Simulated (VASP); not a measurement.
An input for Ansatz (written as the equivalent of a VASP run, and not itself run):

Ansatz 0.2 input:
```yaml
crystal:
  lattice:
    - [0.0000000, 2.3171400, 2.3171400]
    - [2.3171400, 0.0000000, 2.3171400]
    - [2.3171400, 2.3171400, 0.0000000]
  atoms:
    - { symbol: Hf, position: [-0.0004060, 0.0019910, 0.0034650] }
    - { symbol: C, position: [0.5004060, 0.4980090, 0.4965350] }
kpoints:
  mp_grid: { grid: [10, 10, 10] }
hamiltonian:
  xc: pbe
  pseudopotentials: { kind: paw }
scf:
  occupations: { method: gaussian, width: 0.1 }
  max_iter: 100
output: { forces: true, stress: true, eigenvalues: true }
```

Problem. Write the VASP files for the same calculation (PBE).

Solution. This is not unique; one that fits is 
File KPOINTS:
```
Automatic mesh
0
Gamma
10 10 10
0 0 0
```

### POSCAR
```
HfC
1
    0.0000000000     2.3171400000     2.3171400000
    2.3171400000     0.0000000000     2.3171400000
    2.3171400000     2.3171400000     0.0000000000
Hf C
1 1
Direct
 -0.0004060000   0.0019910000   0.0034650000
  0.5004060000   0.4980090000   0.4965350000
```

INCAR:
```
! general
SYSTEM  = HfC
PREC    = Accurate
ENCUT   = 400
LREAL   = F
LASPH   = T   ! aspherical one-centre terms

! electronic loop
EDIFF   = 1E-6   ! SCF stop (eV)
NELM    = 100   ! most electronic steps
ALGO    = Normal
LMAXMIX = 6

! smearing
ISMEAR  = 0   ! Gaussian
SIGMA   = 0.1   ! width (eV)

! functional
GGA     = PE   ! PBE

! ions
ISIF    = 2   ! forces and stress, cell fixed

! output
LWAVE   = F
LCHARG  = F
```

POTCAR, in this order: Hf_pv C (PBE.64 set). Program: vasp_std.

The two are equivalent in intent, not identical: each code has its own PAW files, so the cut-off isn't converted (ENCUT is set for VASP's; basis.ecutwfc is left out, and Ansatz then takes the one that its files recommend); Ansatz stops its SCF on the density residual and VASP on the energy change (EDIFF).

The structure comes from a computed database's HfC entry; how it stands against other phases isn't given here. The cell was not relaxed at this level, atoms are displaced from their ideal sites.
